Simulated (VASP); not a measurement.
Data:

```
CELL_PARAMETERS angstrom
      2.84941     1.64511     2.33721
     -2.84941     1.64511     2.33721
      0.00000    -3.29022     2.33721
ATOMIC_POSITIONS crystal
  Ba 0.00036 0.00036 0.00036
  Ti 0.51367 0.51367 0.51367
  O  0.48889 0.97928 0.48889
  O  0.48889 0.48889 0.97928
  O  0.97928 0.48889 0.48889
```

The numbers are results of r2SCAN meta-GGA, VASP's PBE PAW potentials (set 64) (plane waves; VASP), not measurements. Run with 520 eV cut-off, 6×6×6 Γ-centred mesh, tetrahedra with Blöchl corrections, potentials Ba_sv Ti_sv O.

The cores are frozen, which limits the accuracy of field gradients.

Problem. Give the principal components of the electric field gradient (V/Å²) and the asymmetry η at each nucleus.

Solution. 
```csv
atom,Vxx,Vyy,Vzz,η
Ba1,-2.2,-2.2,4.4,0.00
Ti2,-5.8,-5.8,11.6,0.00
O3,-13.5,-12.2,25.8,0.05
O4,-13.5,-12.2,25.8,0.05
O5,-13.5,-12.2,25.8,0.05
```

The structure comes from a computed database's BaTiO3 entry (R3m); how it stands against other phases isn't given here. It was relaxed first.
